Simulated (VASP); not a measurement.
Input:

```xyz
4
Lattice="5.1280 2.5579 2.5579 2.5579 5.1280 2.5579 2.5579 2.5579 5.1280" Properties=species:S:1:pos:R:3 pbc="T T T"
Mn     0.0000     0.0000     0.0000
Mn     5.1219     5.1219     5.1219
S      2.5610     2.5610     2.5610
S      7.6829     7.6829     7.6829
```
Starting moments (μB, in the order of the record's atoms Mn Mn S S): 4.1 -4.1 0.0 0.0.

Level of theory: modified Becke-Johnson potential (mBJ), VASP's PBE PAW potentials (set 64) (plane waves; VASP 6.6.1). Settings: 520 eV cut-off, 6×6×6 Γ-centred mesh, Gaussian smearing of 0.050 eV, potentials Mn_pv S.

mBJ is a potential without an energy functional, so only the levels count.

### Question
Predict the cell moment, band gap (over mesh and band path) with the smallest direct gap where there is one.

### Answer

- band gap (over mesh and band path) = 1.83 eV
- smallest direct gap (over mesh and band path) = 2.07 eV
- cell moment = 0.00 μB

### Question
Give the moment on each site (PAW-sphere projection).

### Answer

```tsv
site	moment (μB)
Mn1	4.34
Mn2	-4.34
S3	0.00
S4	0.00
```

The compound is MnS in the rock salt, AFM-II order structure. It was relaxed first. The cell's shape comes from a PBE relaxation.
